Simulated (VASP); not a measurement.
NiH4N:

```
Ni H N
1.0
     3.87037    0.00000    0.00000
     0.00000    3.87037    0.00000
     0.00000    0.00000    3.87037
Ni H N
1 4 1
Direct
  0.50000 0.50000 0.50000
  0.15722 0.15722 0.15722
  0.15722 0.84278 0.84278
  0.84278 0.84278 0.15722
  0.84278 0.15722 0.84278
  0.00000 0.00000 0.00000
```

The cell was built by a generator and needn't be a form met in nature.

* Program: VASP 6.6.1
* Task: relaxation of cell and atoms
* Functional: PBEsol
* Potentials or basis: VASP PAW PBE potentials, release 64 (Ni, H, N)
* Cutoff: 600 eV
* k mesh: 7 × 7 × 7
* Occupations: gaussian, width 0.05 eV
* Spin: collinear spin, ferromagnetic start
* Starting moments: [1.0, 0.0, 0.0, 0.0, 0.0, 0.0] μB

At the start: pressure -1.3 GPa; volume 9.66 Å³/atom.

Question: How do energy, volume and symmetry change on relaxing?

Answer: Over 8 steps the energy falls by 12.0 meV/atom and the volume is 8.24 Å³/atom (-14.8 %); space group P-43m (No. 215, to 0.05 Å); moment 0.82 μB per cell.

Step by step:
```tsv
step	energy change (eV)	largest force (eV/Å)	pressure (GPa)	volume (Å³)
1	0.0000	0.1983	-1.31	57.98
2	-0.0113	0.0499	-1.89	57.32
3	-0.0258	0.3259	-3.32	55.44
4	-0.0300	0.3100	-2.99	55.12
5	-0.0414	0.2627	-2.72	54.18
6	-0.0593	0.1621	-1.85	52.33
7	-0.0711	0.0599	0.55	48.75
8	-0.0717	0.0177	0.01	49.41
```

Final structure:
```cif
data_structure
_symmetry_space_group_name_H-M 'P 1'
_symmetry_Int_Tables_number 1
_cell_length_a 3.6696
_cell_length_b 3.6696
_cell_length_c 3.6696
_cell_angle_alpha 90.000
_cell_angle_beta 90.000
_cell_angle_gamma 90.000
_cell_volume 49.41
loop_
_atom_site_label
_atom_site_type_symbol
_atom_site_fract_x
_atom_site_fract_y
_atom_site_fract_z
_atom_site_occupancy
Ni1 Ni 0.50000 0.50000 0.50000 1
H1 H 0.16800 0.16800 0.16800 1
H2 H 0.16800 0.83200 0.83200 1
H3 H 0.83200 0.83200 0.16800 1
H4 H 0.83200 0.16800 0.83200 1
N1 N 0.00000 0.00000 0.00000 1
```

Caveat: the PAW data sets were made with another functional, which shifts forces and pressure a little; a cell with one magnetic atom can't hold antiferromagnetic order, which such compounds often take.
